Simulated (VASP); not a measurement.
Method: TPSS meta-GGA, VASP's PBE PAW potentials (set 64) (plane waves; VASP 6.6.1).

Input for VASP

INCAR:
```
# general
SYSTEM  = HfN
PREC    = Accurate
ENCUT   = 520   # plane-wave cut-off (eV)
LREAL   = F   # projection in real space or not
LASPH   = T   # aspherical one-centre terms

# electronic loop
EDIFF   = 1E-7   # SCF stop (eV)
NELM    = 100   # most electronic steps
ALGO    = Normal
LMAXMIX = 6   # l cut-off of mixed one-centre charges
LMIXTAU = T

# smearing
ISMEAR  = 1
SIGMA   = 0.1   # width (eV)

# functional
METAGGA = TPSS

# ions
ISIF    = 2   # forces and stress, cell fixed

# output
LWAVE   = F
LCHARG  = F
```

POSCAR:
```
HfN
1
    0.0000000000     2.2631004089     2.2631004089
    2.2631004089     0.0000000000     2.2631004089
    2.2631004089     2.2631004089     0.0000000000
Hf N
1 1
Direct
  0.0000000000   0.0000000000   0.0000000000
  0.5000000000   0.5000000000   0.5000000000
```

KPOINTS:
```
K-points
0
gamma
 14 14 14
0 0 0
```

POTCAR, in this order: Hf_pv N (PBE.64 set). Program: vasp_std.

What VASP printed:

**OSZICAR**
```
       N       E                     dE             d eps       ncg     rms          rms(c)
DAV:   1     0.656124923007E+02    0.65612E+02   -0.90991E+03  2288   0.147E+03
DAV:   2    -0.115471322395E+02   -0.77160E+02   -0.72656E+02  3046   0.337E+02
DAV:   3    -0.151273752084E+02   -0.35802E+01   -0.34439E+01  3167   0.583E+01
DAV:   4    -0.152011441896E+02   -0.73769E-01   -0.70013E-01  3287   0.766E+00
DAV:   5    -0.152036271696E+02   -0.24830E-02   -0.24693E-02  3117   0.820E-01    0.578E+01
DAV:   6    -0.251124885314E+02   -0.99089E+01   -0.11148E+01  2318   0.437E+01    0.336E+01
DAV:   7    -0.136288031355E+02    0.11484E+02   -0.48440E+01  2584   0.702E+01    0.243E+01
DAV:   8    -0.312016660849E+02   -0.17573E+02   -0.21462E+01  2429   0.428E+01    0.130E+01
DAV:   9    -0.282366379634E+02    0.29650E+01   -0.15089E+01  2807   0.299E+01    0.296E+01
DAV:  10    -0.266806407402E+02    0.15560E+01   -0.14239E+00  2658   0.110E+01    0.295E+01
DAV:  11    -0.285680736441E+02   -0.18874E+01   -0.14266E+00  2660   0.719E+00    0.358E+01
DAV:  12    -0.406219830896E+02   -0.12054E+02   -0.16755E+02  2639   0.783E+01    0.632E+01
DAV:  13    -0.257820794526E+02    0.14840E+02   -0.56300E+01  2658   0.533E+01    0.105E+01
DAV:  14    -0.253557328570E+02    0.42635E+00   -0.67031E+00  2721   0.181E+01    0.127E+01
DAV:  15    -0.260232570886E+02   -0.66752E+00   -0.33598E+00  2647   0.122E+01    0.653E+00
DAV:  16    -0.256178287755E+02    0.40543E+00   -0.10495E+00  2624   0.652E+00    0.374E+00
DAV:  17    -0.255677979945E+02    0.50031E-01   -0.16344E-01  2813   0.283E+00    0.448E+00
DAV:  18    -0.255696318371E+02   -0.18338E-02   -0.19294E-02  2828   0.100E+00    0.365E+00
DAV:  19    -0.256121679443E+02   -0.42536E-01   -0.23482E-01  2716   0.300E+00    0.375E+00
DAV:  20    -0.255794648865E+02    0.32703E-01   -0.54922E-02  2686   0.153E+00    0.175E+00
DAV:  21    -0.255704477843E+02    0.90171E-02   -0.31214E-02  2776   0.120E+00    0.491E-01
DAV:  22    -0.255709726584E+02   -0.52487E-03   -0.22850E-03  2900   0.391E-01    0.121E-01
DAV:  23    -0.255709821310E+02   -0.94726E-05   -0.12553E-03  2765   0.221E-01    0.190E-01
DAV:  24    -0.255709388220E+02    0.43309E-04   -0.55429E-05  2591   0.778E-02    0.133E-01
DAV:  25    -0.255709132816E+02    0.25540E-04   -0.24262E-05  2625   0.520E-02    0.101E-01
DAV:  26    -0.255709017275E+02    0.11554E-04   -0.17143E-05  2561   0.369E-02    0.895E-02
DAV:  27    -0.255708750365E+02    0.26691E-04   -0.87038E-05  2725   0.668E-02    0.288E-02
DAV:  28    -0.255708792220E+02   -0.41855E-05   -0.18527E-05  2951   0.318E-02    0.750E-03
DAV:  29    -0.255708812364E+02   -0.20143E-05   -0.14367E-06  2685   0.941E-03    0.169E-02
DAV:  30    -0.255708811076E+02    0.12880E-06   -0.24628E-06  2681   0.108E-02    0.350E-03
DAV:  31    -0.255708806444E+02    0.46316E-06   -0.23308E-07  2288   0.432E-03    0.266E-03
DAV:  32    -0.255708808814E+02   -0.23698E-06   -0.37834E-07  2473   0.434E-03    0.300E-03
DAV:  33    -0.255708806874E+02    0.19396E-06   -0.33753E-08  1210   0.151E-03    0.196E-03
DAV:  34    -0.255708807159E+02   -0.28475E-07   -0.52494E-08  1210   0.153E-03
   1 F= -.25570881E+02 E0= -.25570700E+02  d E =-.543172E-03
```

### OUTCAR
```
------------------------ aborting loop because EDIFF is reached ----------------------------------------
  FORCE on cell =-STRESS in cart. coord.  units (eV):
  Direction    XX          YY          ZZ          XY          YZ          ZX
  --------------------------------------------------------------------------------------
  Total        0.0064450      0.0064450      0.0064450      0.0000000      0.0000000      0.0000000
  in kB        0.4454453      0.4454453      0.4454453      0.0000000      0.0000000      0.0000000
  external PRESSURE =       0.4454453 kB  Pullay stress =       0.0000000 kB
  volume of cell :       23.18
      direct lattice vectors                 reciprocal lattice vectors
     0.000000000  2.263100409  2.263100409    -0.220935844  0.220935844  0.220935844
     2.263100409  0.000000000  2.263100409     0.220935844 -0.220935844  0.220935844
     2.263100409  2.263100409  0.000000000     0.220935844  0.220935844 -0.220935844
 POSITION                                       TOTAL-FORCE (eV/Angst)
 -----------------------------------------------------------------------------------
      0.00000      0.00000      0.00000        -0.000000     -0.000000     -0.000000
      2.26310      2.26310      2.26310         0.000000      0.000000      0.000000
 -----------------------------------------------------------------------------------
    total drift:                                0.000000     -0.000000     -0.000000
  FREE ENERGIE OF THE ION-ELECTRON SYSTEM (eV)
  ---------------------------------------------------
  free  energy   TOTEN  =       -25.5708807159 eV

  energy  without entropy=      -25.5703375439  energy(sigma->0) =      -25.57069966
```
(Selected blocks of OUTCAR.)

The compound is HfN in the rock salt structure. It was relaxed first. The electron count is odd and the run is not spin-polarised, which forces a metal.
